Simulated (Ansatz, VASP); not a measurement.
# Ga2AsP (CuAu-ordered zincblende type (invented)) in two plane-wave programs, part 2 of 2

One calculation is typed for both programs; each brings its own data sets. How far apart do they land? The cell is generated by rule, not measured, and may not be a known phase. The cell is taken from a series of runs on this material, whose earlier steps may have relaxed, scaled, displaced or heated it; both programs get it as it stands.

VASP 6.6.1 and Ansatz 0.2.0.

So far: Set-up; VASP: relaxation of cell and atoms, PBEsol, pair 1; Ansatz: relaxation of cell and atoms, PBEsol, pair 1; Side by side.

**5. VASP: relaxation of cell and atoms, PBEsol, pair 2**

Level of this step: PBEsol; plane waves and PAW (P, As, Ga_d); invented cell (VASP).

The relaxed volume is the usual yardstick between codes: in a stiff, nearly cubic crystal its relative difference is about their pressure difference at one cell divided by the bulk modulus.

INCAR

```
SYSTEM = Ga2AsP
PREC = Accurate
ENCUT = 500
EDIFF = 1E-07
NELM = 120
ISMEAR = 0
SIGMA = 0.02
LREAL = .FALSE.
ALGO = Normal
GGA = PS
NBANDS = 24
LORBIT = 11
LWAVE = .FALSE.
LCHARG = .FALSE.
ISIF = 3
IBRION = 2
NSW = 80
EDIFFG = -0.005
LASPH = .TRUE.
GGA_COMPAT = .FALSE.
NELMIN = 4
EFERMI = MIDGAP
KPAR = 2
```

POSCAR

```
Ga2AsP
1.0
    3.9206360000      0.0000000000      0.0000000000
    0.0000000000      3.9206360000      0.0000000000
    0.0000000000      0.0000000000      5.5231220000
P As Ga
1 1 2
Direct
    0.0000000000      0.0000000000      0.0000000000
    0.5000000000      0.5000000000      0.5000000000
    0.0000000000      0.5000000000      0.2410955253
    0.5000000000      0.0000000000      0.7589044747
```

KPOINTS

```
Automatic mesh
0
Gamma
8 8 6
0 0 0
```

Potentials, in the order of the species: P, As and Ga_d (PBE family, release 64).

Launch:

```sh
$ mpirun -np 2 vasp_std
```

Numbers of over 12 decimals in the logs are rounded to 6 here.

What it wrote:

```text
[banner, memory and clock lines left out]
running    2 mpi-ranks, on    1 nodes
[...]
[... a notice as in an earlier step ...]

 LDA part: xc-table for (Slater+PW92), standard interpolation
 POSCAR, INCAR and KPOINTS ok, starting setup
[...]
entering main loop
       N       E                     dE             d eps       ncg     rms          rms(c)
DAV:   1     0.232494112563E+03    0.23249E+03   -0.17024E+04  2896   0.214E+03
DAV:   2     0.566051829425E+01   -0.22683E+03   -0.22014E+03  3176   0.462E+02
DAV:   3    -0.187836919623E+02   -0.24444E+02   -0.24324E+02  3576   0.120E+02
DAV:   4    -0.194509195751E+02   -0.66723E+00   -0.66671E+00  3464   0.217E+01
[...]
DAV:  12    -0.189789504698E+02   -0.89835E-06   -0.12011E-05  3904   0.308E-02    0.801E-03
DAV:  13    -0.189789516530E+02   -0.11833E-05   -0.45898E-06  3392   0.220E-02    0.201E-03
DAV:  14    -0.189789517148E+02   -0.61789E-07   -0.23406E-07  3008   0.511E-03
   1 F= -.18978952E+02 E0= -.18978952E+02  d E =-.189790E+02
[... from here on, the cycles between the ionic steps are left out ...]
   2 F= -.18979704E+02 E0= -.18979704E+02  d E =-.752222E-03
   3 F= -.18979816E+02 E0= -.18979816E+02  d E =-.864370E-03
   4 F= -.18979902E+02 E0= -.18979902E+02  d E =-.858332E-04
   5 F= -.18979920E+02 E0= -.18979920E+02  d E =-.103769E-03
   6 F= -.18979932E+02 E0= -.18979932E+02  d E =-.116276E-03
   7 F= -.18979932E+02 E0= -.18979932E+02  d E =-.116394E-03
[...]
reached required accuracy - stopping structural energy minimisation
```

OUTCAR, selected parts (step 5):

```text
  Total       -0.0006628     -0.0006628      0.0015804      0.0000000      0.0000000     -0.0000000
  in kB       -0.0124344     -0.0124344      0.0296491      0.0000000      0.0000000     -0.0000000
  external PRESSURE =       0.0015934 kB  Pullay stress =       0.0000000 kB

 POSITION                                       TOTAL-FORCE (eV/Angst)
 -----------------------------------------------------------------------------------
      0.00000      0.00000      0.00000        -0.000000      0.000000     -0.000000
      1.96145      1.96145      2.77475        -0.000000     -0.000000     -0.000000
      0.00000      1.96145      1.33654         0.000000      0.000000      0.004741
      1.96145      0.00000      4.21295        -0.000000      0.000000     -0.004741
 -----------------------------------------------------------------------------------
    total drift:                                0.000000     -0.000000     -0.000000

  FREE ENERGIE OF THE ION-ELECTRON SYSTEM (eV)
  ---------------------------------------------------
  free  energy   TOTEN  =       -18.9799324793 eV

  energy  without entropy=      -18.9799324793  energy(sigma->0) =      -18.97993248

[... 2 parts as in an earlier step ...]

[... 2 further parts left out ...]
[key lines of the parts left out:]
E-fermi :   4.7405
```

**6. Ansatz: relaxation of cell and atoms, PBEsol, pair 2**

The same cell, functional, mesh and smearing now go to Ansatz, which takes its cutoff from its data sets.

The cell is taken from a series of runs on this material, whose earlier steps may have relaxed, scaled, displaced or heated it; both programs get it as it stands.

input.yaml

```yaml
crystal:
  lattice:
    - [3.9206363224, 0.0, 0.0]
    - [0.0, 3.9206363224, 0.0]
    - [0.0, 0.0, 5.5231223347]
  atoms:
    - { symbol: P, position: [0.0, 0.0, 0.0] }
    - { symbol: As, position: [0.5, 0.5, 0.5] }
    - { symbol: Ga, position: [0.0, 0.5, 0.2410955348] }
    - { symbol: Ga, position: [0.5, 0.0, 0.7589044652] }
kpoints:
  mp_grid: { grid: [8, 8, 6] }
hamiltonian:
  xc: pbesol
scf:
  occupations: { method: gaussian, width: 0.02 }
output:
  forces: true
  stress: true
  eigenvalues: true
  write_density: true
  write_potential: true
  elf: true
  volumetric_format: npy
relax:
  adjacent_minimum: "off"
  f_tol: 0.005
  max_steps: 80
  cell: { stress_tol: 0.05 }
```

Launch:

```sh
$ ansatz run input.yaml --threads 2 --pin off --max-ram 5120MiB --backend cpu --events-out ev --progress --plain --runs-dir out
```

What it wrote:

```text
[...]
Crystal: 4 atoms, lattice volume = 84.898 Å³
Basis set: ecut = 420 eV, 1675 PW (Γ), exchange–correlation on 54×54×80 points (8 copies of the dense FFT grid, shifted against one another)
Bands: 28, of which v1, the nominal top of the filled ones, is band 23 counted from 1 (22 counted from 0)
Symmetry: 8 space group operations
[...]
k-points: 60 of 384 (time reversal used)
[...]
--- Relaxed structure (3 steps of the walk, 3 accepted, 1 SCFs on fresh bases) ---
[...]
cell:  # Å, volume = 85.3371 Å³
    - [3.921869, 0.0, 0]
    - [0.0, 3.921869, 0.0]
    - [0, 0.0, 5.548195]
  atoms:
    - { symbol: P, position: [0, 0.0, 0] }
    - { symbol: As, position: [0.5, 0.5, 0.5] }
    - { symbol: Ga, position: [0, 0.5, 0.241112] }
    - { symbol: Ga, position: [0.5, 0.0, 0.758888] }
[key lines of the parts left out:]
SCF converged after 6 iterations
Free energy (F): -13040.882759 eV
Fermi energy:    8.145473 eV
P = ⅓ Tr σ = 0.0009 GPa (0.009 kbar)
```

**7. Differences**

What differs besides the data sets and the points named for the pairs above, as far as they apply: the data sets hold 46 valence electrons in Ansatz (on its default PAW (the set named soft_2) files) and 36 in VASP. Total energies have different zeros and are not compared.

Compared:

```
                                         quantity  Ansatz   VASP  difference
                                      volume (Å³)   85.34  85.40     -0.08 %
edge a after relaxation, in the typed setting (Å)   3.922  3.923     -0.03 %
edge c after relaxation, in the typed setting (Å)   5.548  5.550     -0.02 %
```

**8. Results**

| Quantity | Value |
| --- | --- |
| difference in volume (relaxation of cell and atoms, PBEsol, pair 1) | -0.093 % |
| difference in volume (relaxation of cell and atoms, PBEsol, pair 2) | -0.076 % |

In words: The difference in volume is -0.093 % (relaxation of cell and atoms, PBEsol, pair 1), within the 1.2 % picked in this series as the mark of a large difference, as far as the stopping tolerances let one tell. The data sets hold unlike numbers of valence electrons (46 in Ansatz and 36 in VASP), so part of the differences comes from the potentials. 1 further run of this series is not shown here. Such differences can come from data sets, numerical settings and the points named under the comparisons, not from the functional's error against experiment.

[Lines on the potential files, build, host, timing and source positions are cut from VASP's logs without a mark.]

[Logs are printed without paths, hosts, clocks, repeated set-up lines and the standing remarks that a program may print on its own settings, such as how far it seeks lower states.]

[Hosts, paths, dates, database ids (printed as entryN), source tags and the programs' standing remarks are cut or masked in the printed files.]
